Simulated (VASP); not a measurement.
Input:

```
CELL_PARAMETERS angstrom
      0.00000     2.95152     2.95152
      2.95152     0.00000     2.95152
      2.95152     2.95152     0.00000
ATOMIC_POSITIONS crystal
  In 0.00000 0.00000 0.00000
  P  0.25000 0.25000 0.25000
```

These are r2SCAN meta-GGA, VASP's PBE PAW potentials (set 64) (plane waves; VASP 6.6.1) values and carry that method's errors. Run with 400 eV cut-off, 14×14×14 Γ-centred mesh, Gaussian smearing of 0.010 eV, potentials In_d P.

Unless said otherwise, spin-orbit coupling is left out, though it shifts the bands of the heavy elements here.

### Question
Predict the energy per atom (σ→0), band gap (on the k-mesh) with the smallest direct gap where there is one.

### Answer

The band gap (on the k-mesh) is 1.04 eV. The smallest direct gap (on the k-mesh) is 1.04 eV and the energy per atom (σ→0) comes out as -16.149 eV/atom.

Only differences to runs with the same potentials and settings are physical.

The compound is InP in the zinc blende structure. It was relaxed first.
